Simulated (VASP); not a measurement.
Input:

```xyz
2
Lattice="0.0000 2.3967 2.3967 2.3967 0.0000 2.3967 2.3967 2.3967 0.0000" Properties=species:S:1:pos:R:3 pbc="T T T"
Zr     0.0000     0.0000     0.0000
C      2.3967     2.3967     2.3967
```

The numbers are results of vdW-DF2, VASP's PBE PAW potentials (set 64) (plane waves; VASP 6.6.1), not measurements. Numerical set-up: 520 eV cut-off, Gaussian smearing of 0.050 eV, potentials Zr_sv C.

Question: Give the energies of bands 6 to 11 at the high-symmetry points, in eV from the Fermi level.

Answer: 
```tsv
band	Γ	X	U	L	W
6	0.81	-2.04	-2.85	-4.94	-2.51
7	0.81	-1.47	-2.21	-2.77	-2.22
8	0.81	-0.04	-1.54	-2.77	-2.22
9	1.05	-0.04	1.43	4.02	3.03
10	1.05	4.02	4.37	4.02	3.03
11	1.05	5.02	4.84	4.80	5.03
```

It has no gap at this level: it comes out as a metal or semimetal.

The compound is ZrC in the rock salt structure. It was relaxed first, which changed the volume by +6 %.
